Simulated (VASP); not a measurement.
Computed with rev-vdW-DF2, VASP's PBE PAW potentials (set 64) (plane waves; VASP 6.6.1).

A VASP calculation is set up with these files.

### KPOINTS
```
Automatic mesh
0
Gamma
8 8 8
0 0 0
```

**POSCAR**
```
Rb
1
   -2.7825350389     2.7825350389     2.7825350389
    2.7825350389    -2.7825350389     2.7825350389
    2.7825350389     2.7825350389    -2.7825350389
Rb
1
Direct
  0.0000000000   0.0000000000   0.0000000000
```

**INCAR**
```
# general
SYSTEM  =Rb
PREC    =Accurate
ENCUT   =520   # plane-wave cut-off (eV)
LREAL   =.False.
LASPH   =.True.   # aspherical one-centre terms

# electronic loop
EDIFF   =1E-6   # SCF stop (eV)
NELM    =100   # most electronic steps
ALGO    =Normal   # blocked Davidson
LMAXMIX =4

# smearing
ISMEAR  =1   # Methfessel-Paxton
SIGMA   =0.1

# functional
GGA     =MK
LUSE_VDW=.True.
AGGAC   =0.0
PARAM1  =0.1234568
PARAM2  =0.7114
ZAB_VDW =-1.8867

# ions
IBRION  =2   # conjugate gradients
NSW     =60
ISIF    =3
EDIFFG  =-0.01

# output
LWAVE   =.False.
LCHARG  =.False.
```

POTCAR, in this order: Rb_sv (PBE.64 set). Program: vasp_std.

Output of the run:

File OSZICAR:
```
       N       E                     dE             d eps       ncg     rms          rms(c)
DAV:   1     0.525685937868E+02    0.52569E+02   -0.34580E+03   464   0.832E+02
DAV:   2     0.330973733330E+01   -0.49259E+02   -0.48417E+02   552   0.138E+02
DAV:   3     0.102451805246E+01   -0.22852E+01   -0.22788E+01   608   0.380E+01
DAV:   4     0.975524687275E+00   -0.48993E-01   -0.48986E-01   776   0.458E+00
DAV:   5     0.975171775476E+00   -0.35291E-03   -0.35291E-03   704   0.247E-01    0.112E+00
DAV:   6     0.975469111328E+00    0.29734E-03   -0.17573E-03   736   0.268E-01    0.683E-01
DAV:   7     0.974969706756E+00   -0.49940E-03   -0.38008E-03   560   0.387E-01    0.459E-02
DAV:   8     0.974804000611E+00   -0.16571E-03   -0.21990E-04   616   0.100E-01    0.160E-02
DAV:   9     0.974777315142E+00   -0.26685E-04   -0.33198E-05   616   0.296E-02    0.424E-03
DAV:  10     0.974775156355E+00   -0.21588E-05   -0.82828E-06   680   0.165E-02    0.810E-04
DAV:  11     0.974775006652E+00   -0.14970E-06   -0.24617E-07   440   0.340E-03
   1 F= 0.97477501E+00 E0= 0.97529399E+00  d E =0.974775E+00
```

### OUTCAR
```
------------------------ aborting loop because EDIFF is reached ----------------------------------------
  FORCE on cell =-STRESS in cart. coord.  units (eV):
  Direction    XX          YY          ZZ          XY          YZ          ZX
  --------------------------------------------------------------------------------------
  Total       -0.0075183     -0.0075183     -0.0075183      0.0000000     -0.0000000      0.0000000
  in kB       -0.1397804     -0.1397804     -0.1397804      0.0000000     -0.0000000      0.0000000
  external PRESSURE =      -0.1397804 kB  Pullay stress =       0.0000000 kB
  volume of cell :       86.18
      direct lattice vectors                 reciprocal lattice vectors
    -2.782535039  2.782535039  2.782535039     0.000000000  0.179692257  0.179692257
     2.782535039 -2.782535039  2.782535039     0.179692257  0.000000000  0.179692257
     2.782535039  2.782535039 -2.782535039     0.179692257  0.179692257  0.000000000
 POSITION                                       TOTAL-FORCE (eV/Angst)
 -----------------------------------------------------------------------------------
      0.00000      0.00000      0.00000        -0.000000      0.000000      0.000000
 -----------------------------------------------------------------------------------
    total drift:                               -0.000000      0.000000      0.000000
  FREE ENERGIE OF THE ION-ELECTRON SYSTEM (eV)
  ---------------------------------------------------
  free  energy   TOTEN  =         0.9747750067 eV

  energy  without entropy=        0.9763319618  energy(sigma->0) =        0.97529399

 reached required accuracy - stopping structural energy minimisation
```
(Selected blocks of OUTCAR.)

The compound is Rb in the bcc structure. It was relaxed first. The start is the result of an earlier pass.
